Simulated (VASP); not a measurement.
# BaRe2 (P6/mmm) in VASP: single point with r2SCAN

Aim: the single point of BaRe2 with r2SCAN.

Everything below comes from runs of VASP 6.6.1. Logs are shortened: lines on timing, memory, paths and dates and some standing lists are left out, and cuts for length are marked.

### 1 The structure

The structure is hexagonal, space group P6/mmm (No. 191). The conventional cell has a = 4.623 Å, b = 4.623 Å, c = 3.964 Å, α = 90.00°, β = 90.00°, γ = 120.00°. Ba (site symmetry 6/mmm) has 12 Re at 3.32 Å as nearest neighbours. Around Re (site symmetry -6m2) lie 3 Re at 2.67 Å.

The cell was built by a generator and needn't be a form met in nature.

### 2 Single point, r2SCAN

POSCAR

```
BaRe2
1.0
    4.6232655900      0.0000000000      0.0000000000
   -2.3116327900      4.0038690500      0.0000000000
    0.0000000000      0.0000000000      3.9640367500
Ba Re
1 2
Direct
    0.0000000000      0.0000000000      0.0000000000
    0.3333000000      0.6667000000      0.5000000000
    0.6666000000      0.3333000000      0.5000000000
```

INCAR.step1

```
SYSTEM = BaRe2
  ALGO = Normal
  EDIFF = 1E-4
  ENCUT = 520
  GGA = PE
  ISMEAR = -5
  LASPH = .True.
  LCHARG = .False.
  LMAXMIX = 4
  LREAL = .False.
  LWAVE = .True.
  NELM = 100
  PREC = Accurate
  SIGMA = 0.1
```

INCAR.step2

```
SYSTEM = BaRe2
  ALGO = Normal
  EDIFF = 1E-6
  ENCUT = 520
  ISIF = 2
  ISMEAR = -5
  ISTART = 1
  LASPH = .True.
  LCHARG = .False.
  LMAXMIX = 4
  LMIXTAU = .True.
  LORBIT = 11
  LREAL = .False.
  LWAVE = .False.
  METAGGA = R2SCAN
  NELM = 100
  PREC = Accurate
  SIGMA = 0.1
```

KPOINTS

```
k-points
0
Gamma
  6 6 7
  0 0 0
```

Potentials or basis: VASP PAW PBE potentials, release 64 (Ba_sv, Re).

The run is started by

```sh
cat potpaw_PBE.64/Ba_sv/POTCAR potpaw_PBE.64/Re/POTCAR > POTCAR
cp INCAR.step1 INCAR
mpirun -np 1 vasp_std > vasp.out
cp INCAR.step2 INCAR
mpirun -np 1 vasp_std > vasp.out
```

OUTCAR:

```text
SYSTEM = BaRe2
   EDIFF = 1E-6
   ENCUT = 520
   ISIF = 2
   ISMEAR = -5
   ISTART = 1
   LASPH = .True.
   LORBIT = 11
   LREAL = .False.
   METAGGA = R2SCAN
   NELM = 100
   PREC = Accurate

 ion  position               nearest neighbor table
   1  0.000  0.000  0.000-   2 3.32   2 3.32   3 3.32   3 3.32   3 3.32   3 3.32   2 3.32   2 3.32
                             2 3.32   2 3.32   3 3.32   3 3.32
   2  0.333  0.667  0.500-   3 2.67   3 2.67   3 2.67   1 3.32   1 3.32   1 3.32   1 3.32   1 3.32
                             1 3.32
   3  0.667  0.333  0.500-   2 2.67   2 2.67   2 2.67   1 3.32   1 3.32   1 3.32   1 3.32   1 3.32
                             1 3.32

  LATTYP: Found a hexagonal cell.
 ALAT       =     4.6232655900
 C/A-ratio  =     0.8574105625

  Lattice vectors:

 A1 = (   4.6232655900,   0.0000000000,   0.0000000000)
 A2 = (  -2.3116327900,   4.0038690500,   0.0000000000)
 A3 = (   0.0000000000,   0.0000000000,   3.9640367500)

Analysis of symmetry for initial positions (statically):
=====================================================================
 Subroutine PRICEL returns:
 Original cell was already a primitive cell.

 Routine SETGRP: Setting up the symmetry group for a
 hexagonal supercell.

 Subroutine GETGRP returns: Found  4 space group operations
 (whereof  4 operations were pure point group operations)
 out of a pool of 24 trial point group operations.

The static configuration has the point symmetry C_2v.

Analysis of symmetry for dynamics (positions and initial velocities):
=====================================================================
 Subroutine PRICEL returns:
 Original cell was already a primitive cell.

 Routine SETGRP: Setting up the symmetry group for a
 hexagonal supercell.

 Subroutine GETGRP returns: Found  4 space group operations
 (whereof  4 operations were pure point group operations)
 out of a pool of 24 trial point group operations.

The dynamic configuration has the point symmetry C_2v.

 Subroutine INISYM returns: Found  4 space group operations
 (whereof  4 operations are pure point group operations),
 and found     1 'primitive' translations

----------------------------------------------------------------------------------------

                                     Primitive cell

  volume of cell :      73.3781

  direct lattice vectors                    reciprocal lattice vectors
     4.623265590  0.000000000  0.000000000     0.216297329  0.124879209  0.000000000
    -2.311632790  4.003869050  0.000000000     0.000000000  0.249758418  0.000000000
     0.000000000  0.000000000  3.964036750     0.000000000  0.000000000  0.252268095

  length of vectors
     4.623265590  4.623268706  3.964036750     0.249758586  0.249758418  0.252268095

  position of ions in fractional coordinates (direct lattice)
     0.000000000  0.000000000  0.000000000
     0.333300000  0.666700000  0.500000000
     0.666600000  0.333300000  0.500000000

  ion indices of the primitive-cell ions
   primitive index   ion index
                 1           1
                 2           2
                 3           3

----------------------------------------------------------------------------------------

 KPOINTS: k-points

Automatic generation of k-mesh.
 Grid dimensions read from file:
 generate k-points for:    6    6    7

 Generating k-lattice:

  Cartesian coordinates                     Fractional coordinates (reciprocal lattice)
     0.036049555  0.020813201  0.000000000     0.166666667  0.000000000  0.000000000
     0.000000000  0.041626403  0.000000000     0.000000000  0.166666667  0.000000000
     0.000000000  0.000000000  0.036038299     0.000000000  0.000000000  0.142857143

  Length of vectors
     0.041626431  0.041626403  0.036038299

  Shift w.r.t. Gamma in fractional coordinates (k-lattice)
     0.000000000  0.000000000  0.000000000

 TETIRR: Found    615 inequivalent tetrahedra from     1512

 Subroutine IBZKPT returns following result:
 ===========================================

 Found     52 irreducible k-points:

 Following reciprocal coordinates:
            Coordinates               Weight
  0.000000  0.000000  0.000000      1.000000
  0.166667 -0.000000  0.000000      4.000000
  0.000000  0.166667  0.000000      2.000000
  0.333333  0.000000  0.000000      4.000000
  0.000000  0.333333  0.000000      2.000000
  0.500000  0.000000  0.000000      2.000000
[... 16 lines left out ...]
  0.333333  0.166667  0.142857      8.000000
 -0.166667  0.500000  0.142857      8.000000
 [... further k-points ...]
   k-points           NKPTS =     52   k-points in BZ     NKDIM =     52   number of bands    NBANDS=     16
   number of dos      NEDOS =    301   number of ions     NIONS =      3
   total plane-waves  NPLWV =  38880
   dimension x,y,z NGX =    36 NGY =   36 NGZ =   30
   dimension x,y,z NGXF=    72 NGYF=   72 NGZF=   60
   ions per type =               1   2
   NGX,Y,Z   is equivalent  to a cutoff of  12.95, 12.95, 12.58 a.u.
   NGXF,Y,Z  is equivalent  to a cutoff of  25.89, 25.89, 25.16 a.u.
 SYSTEM =  BaRe2
   PREC   = accura    normal or accurate (medium, high low for compatibility)
   ISTART =      1    job   : 0-new  1-cont  2-samecut
   ICHARG =      0    charge: 1-file 2-atom 10-const
   ISPIN  =      1    spin polarized calculation?
   LNONCOLLINEAR =      F non collinear calculations
   LSORBIT =      F    spin-orbit coupling
   LASPH  =      T    aspherical Exc in radial PAW
   ENCUT  =  520.0 eV  38.22 Ry    6.18 a.u.   8.60  8.60  7.37*2*pi/ulx,y,z
   NELM   =    100;   NELMIN=  2; NELMDL=  0     # of ELM steps
   EDIFF  = 0.1E-05   stopping-criterion for ELM
   LREAL  =      F    real-space projection
   EDIFFG = 0.1E-04   stopping-criterion for IOM
   NSW    =      0    number of steps for IOM
   IBRION =     -1    ionic relax: 0-MD 1-quasi-New 2-CG
   NFREE  =      0    steps in history (QN), initial steepest desc. (CG)
   ISIF   =      2    stress and relaxation
   ISYM   =      2    0-nonsym 1-usesym 2-fastsym
   POTIM  = 0.5000    time-step for ionic-motion
   TEBEG  =    0.0;   TEEND  =   0.0 temperature during run
   PSTRESS=    0.0 pullay stress
   NELECT =      24.0000    total number of electrons
   NUPDOWN=      -1.0000    fix difference up-down
   EMIN   =  10.00;   EMAX   =-10.00  energy-range for DOS
   EFERMI =   0.00;   METHOD = LEGACY
   ISMEAR =    -5;   SIGMA  =   0.10  broadening in eV -4-tet -1-fermi 0-gaus
   EFERMI_NEDOS =   21; number of points for ismear=-14 and -15
   IALGO  =     38    algorithm
   IMIX   =      4    mixing-type and parameters
     AMIX     =   0.40;   BMIX     =  1.00
     AMIX_MAG =   1.60;   BMIX_MAG =  1.00
  volume/ion in A,a.u.               =      24.46       165.06
  Fermi-wavevector in a.u.,A,eV,Ry     =   1.127950  2.131516 17.310296  1.272271
  Thomas-Fermi vector in A             =   2.264638
   LORBIT       =     11    0 simple, 1 ext, 2 COOP (PROOUT), +10 PAW based schemes
   METAGGA = R2SCAN    functional components
   LHFCALC =     F    Hartree Fock is set to
   AEXX    =    0.0000 exact exchange contribution
   IVDW    =     0    specifies the selected vdW correction
   LEPSILON=     F    determine dielectric tensor
   LRPA    =     F    only Hartree local field effects (RPA)
 non-spin polarized calculation
 Fermi weights with tetrahedron method with Bloechl corrections
  energy-cutoff  :      520.00
  volume of cell :       73.38
 maximum number of plane-waves:      1995
 NGX is ok and might be reduce to    36
   NGX = 17   NGY = 17   NGZ = 15

 number of electron      24.0000001 magnetization

 Free energy of the ion-electron system (eV)
  ---------------------------------------------------
  ext. energy  EPLUGINS =         0.00000000
  ---------------------------------------------------
  free energy    TOTEN  =      -127.00641690 eV

  energy without entropy =     -127.00641690  energy(sigma->0) =     -127.00641690

 E-fermi :   3.9100     XC(G=0): -11.6474

 val. band max:        4.0336942428   @ k =   0.0000   0.5000   0.4286
 cond. band min:       3.8485472541   @ k =   0.5000   0.3333   0.1429
 fundamental gap:     -0.1851469886
 Fermi energy:         3.9099612881

 k-point     1 :       0.0000    0.0000    0.0000
  band No.  band energies     occupation
      1     -23.5200      2.00000
      2      -8.4301      2.00000
      3      -8.4283      2.00000
      4      -8.2444      2.00000
      5      -2.1319      2.00000
      6       0.7329      2.00000
[... 8 lines left out ...]
     15       4.4054      0.00000
     16       6.7493      0.00000

 k-point     2 :       0.1667   -0.0000    0.0000
  band No.  band energies     occupation
      1     -23.5114      2.00000
      2      -8.5748      2.00000
      3      -8.4402      2.00000
      4      -8.2512      2.00000
      5      -1.6139      2.00000
      6       0.9921      2.00000
[... 8 lines left out ...]
     15       4.7417      0.00000
     16       6.8649      0.00000

 k-point     3 :       0.0000    0.1667    0.0000
  band No.  band energies     occupation
      1     -23.5114      2.00000
      2      -8.5734      2.00000
      3      -8.4416      2.00000
      4      -8.2512      2.00000
      5      -1.6138      2.00000
      6       0.9921      2.00000
[... 8 lines left out ...]
     15       4.7400      0.00000
     16       6.8653      0.00000
[... 362 lines left out ...]
 k-point    23 :       0.3333    0.1667    0.1429
  band No.  band energies     occupation
      1     -23.4732      2.00000
      2      -8.8125      2.00000
      3      -8.5384      2.00000
      4      -8.4516      2.00000
      5       0.1706      2.00000
      6       0.5347      2.00000
[... 8 lines left out ...]
     15       5.5606      0.00000
     16       6.5132      0.00000

 k-point    24 :      -0.1667    0.5000    0.1429
  band No.  band energies     occupation
      1     -23.4732      2.00000
      2      -8.8114      2.00000
      3      -8.5394      2.00000
      4      -8.4517      2.00000
      5       0.1699      2.00000
      6       0.5349      2.00000
[... 8 lines left out ...]
     15       5.5601      0.00000
     16       6.5132      0.00000

 [... further k-points ...]

------------------------ aborting loop because EDIFF is reached ----------------------------------------

  FORCE on cell =-STRESS in cart. coord.  units (eV):
  Direction    XX          YY          ZZ          XY          YZ          ZX
  --------------------------------------------------------------------------------------
  -------------------------------------------------------------------------------------
  Total       -5.7540440     -5.6862692      3.4665857     -0.0000000      0.0000000      0.0000000
  in kB     -125.6369489   -124.1571174     75.6913319     -0.0000002      0.0000000      0.0000000
  external PRESSURE =     -58.0342448 kB  Pullay stress =       0.0000000 kB

 VOLUME and BASIS-vectors are now :
 -----------------------------------------------------------------------------
  energy-cutoff  :      520.00
  volume of cell :       73.38
      direct lattice vectors                 reciprocal lattice vectors
     4.623265590  0.000000000  0.000000000     0.216297329  0.124879209  0.000000000
    -2.311632790  4.003869050  0.000000000     0.000000000  0.249758418  0.000000000
     0.000000000  0.000000000  3.964036750     0.000000000  0.000000000  0.252268095

 POSITION                                       TOTAL-FORCE (eV/Angst)
 -----------------------------------------------------------------------------------
      0.00000      0.00000      0.00000        -0.001231      0.000000      0.000000
     -0.00023      2.66938      1.98202         0.000615     -0.053027      0.000000
      2.31140      1.33449      1.98202         0.000615      0.053027      0.000000
 -----------------------------------------------------------------------------------
    total drift:                                0.000000     -0.000000     -0.000000

  FREE ENERGIE OF THE ION-ELECTRON SYSTEM (eV)
  ---------------------------------------------------
  free  energy   TOTEN  =      -127.0064169023 eV

  energy  without entropy=     -127.0064169023  energy(sigma->0) =     -127.00641690

 total charge

# of ion       s       p       d       tot
------------------------------------------
    1        2.069   5.550   0.553   8.172
    2        0.642   0.327   4.747   5.716
    3        0.642   0.327   4.747   5.716
--------------------------------------------------
tot          3.353   6.204  10.047  19.603
```

Run time: 4.1 min. Hardware: 1 thread of Intel Xeon Platinum 8259CL at 2.50GHz (Skylake/Cascade Lake), shared host; peak memory 0.24 GiB.

Results:

```
Free energy                                           : -127.0064 eV
Pressure                                              : -5.8 GPa
Largest force                                         : 0.053 eV/Å
Band gap on the k mesh                                : none (metal or under the smearing width)
Valence electrons inside the program's atomic spheres : Ba 8.17; Re 5.72
```

Forces on the atoms (eV/Å):
```
Ba  -0.001  0.000  0.000
Re   0.001 -0.053  0.000
Re   0.001  0.053  0.000
```

Stress tensor (GPa, compression positive):
```
-12.56   0.00   0.00
  0.00 -12.42   0.00
  0.00   0.00   7.57
```

Caveat: the PAW data sets were made with another functional, which shifts forces and pressure a little; tetrahedron occupations give inexact forces and stress in metals. The run has no spin-orbit coupling, so splittings on Ba, Re are missing.
